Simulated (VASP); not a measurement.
Input of a VASP 6.6.1 run:

INCAR

```
SYSTEM = NiO
PREC = Accurate ; ENCUT = 520
EDIFF = 1E-7 ; ISMEAR = 0
SIGMA = 0.02 ; LREAL = .False.
LASPH = .True. ; NELM = 100
ALGO = Normal ; ISIF = 3
LWAVE = .False. ; LCHARG = .False.
ISPIN = 2 ; MAGMOM = 2 -2 0 0
LORBIT = 11 ; LMAXMIX = 4
LDAU = .True. ; LDAUTYPE = 2
LDAUL = 2 -1 ; LDAUU = 6.2 0
LDAUJ = 0 0 ; LDAUPRINT = 1
GGA = PE ; IBRION = 2
NSW = 80 ; EDIFFG = -0.002
```

Contents of KPOINTS:

```
Automatic mesh
0
Gamma
  12 12 12
  0 0 0
```

The input POSCAR:

```
NiO
1.0
    0.0000000000      1.6606214600      4.6616119200
   -1.4381403700     -0.8303107300      4.6616119200
    1.4381403700     -0.8303107300      4.6616119200
Ni O
2 2
Direct
    0.5000000000     -0.5000000000      0.5000000000
    1.0000000000      0.0000000000      1.0000000000
    0.2500000000      0.2500000000      0.2500000000
    0.7500000000      0.7500000000      0.7500000000
```

Potentials or basis: VASP PAW PBE potentials, release 64 (Ni, O).

The run is started by

```sh
$ cat potpaw_PBE.64/Ni/POTCAR potpaw_PBE.64/O/POTCAR > POTCAR
$ mpirun -np 1 vasp_std > vasp.out
```

Question: Estimate the relaxed cell.

Answer: a = 5.117 Å, b = 5.117 Å, c = 5.117 Å, α = 33.60°, β = 33.60°, γ = 33.60°.

Question: Predict the band gap on the k mesh.

Answer: 3.40 eV.

Question: Estimate the space group after relaxing (to 0.05 Å).

Answer: Fm-3m (No. 225).

Question: What does it give for the site moments?

Answer: Ni +1.75, -1.75; O +0.00 μB.

The path:
| step | energy change (eV) | largest force (eV/Å) | pressure (GPa) | volume (Å³) |
| --- | --- | --- | --- | --- |
| 1 | 0.0000 | 0.0000 | 20.12 | 33.40 |
| 2 | -0.1144 | 0.0000 | -9.76 | 38.73 |
| 3 | -0.1838 | 0.0000 | -0.11 | 36.55 |
| 4 | -0.1838 | 0.0000 | 0.29 | 36.49 |
| 5 | -0.1840 | 0.0000 | 0.30 | 36.49 |
| 6 | -0.1841 | 0.0000 | 0.30 | 36.49 |
| 7 | -0.1841 | 0.0000 | -0.21 | 36.59 |
| 8 | -0.1841 | 0.0000 | -0.01 | 36.55 |

A k mesh can miss the band edges. The state reached can hang on the start; a lower one may exist.
